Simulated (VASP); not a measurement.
Method: PBEsol GGA, VASP's PBE PAW potentials (set 64) (plane waves; VASP).

Input for VASP

**INCAR**
```
EDIFF  =  1E-6   ! SCF stop (eV)
GGA  =  PS   ! PBEsol
NELM  =  100   ! most electronic steps
ISMEAR  =  0
LREAL  =  .FALSE.   ! projection in real space or not
SIGMA  =  0.05   ! width (eV)
EDIFFG  =  -0.02   ! ionic stop
IBRION  =  2   ! conjugate gradients
SYSTEM  =  SrTiO3
PSTRESS  =  200   ! kbar
PREC  =  Accurate
ALGO  =  Normal   ! blocked Davidson
NSW  =  40   ! most ionic steps
LCHARG  =  .FALSE.
LWAVE  =  .FALSE.
LASPH  =  .TRUE.
ISIF  =  3
LMAXMIX  =  4   ! l cut-off of mixed one-centre charges
ENCUT  =  620
```

**KPOINTS**
```
Automatic mesh
0
Gamma
6 6 6
0 0 0
```

POSCAR:
```
SrTiO3
1
    3.8321550842     0.0000000000     0.0000000000
    0.0000000000     3.8321550842     0.0000000000
    0.0000000000     0.0000000000     3.8321550842
Sr Ti O
1 1 3
Direct
  0.0000000000   0.0000000000   0.0000000000
  0.5000000000   0.5000000000   0.5000000000
  0.5000000000   0.0000000000   0.5000000000
  0.0000000000   0.5000000000   0.5000000000
  0.5000000000   0.5000000000   0.0000000000
```

POTCAR, in this order: Sr_sv Ti_sv O (PBE.64 set). Program: vasp_std.

Problem. What will the output report for the number of irreducible k-points (NKPTS), largest plane-wave count, number of space-group operations, FFT grid (NGX, NGY, NGZ)?

Solution. 
number of irreducible k-points (NKPTS): 20
largest plane-wave count: 2008
number of space-group operations: 48
FFT grid (NGX, NGY, NGZ): 32 × 32 × 32

The compound is SrTiO3 in the cubic perovskite structure, the ideal cubic form; the compound distorts at low or room temperature. This run relaxes it under an external pressure of 20 GPa. Symmetry was kept, so distortions that lower it aren't found.
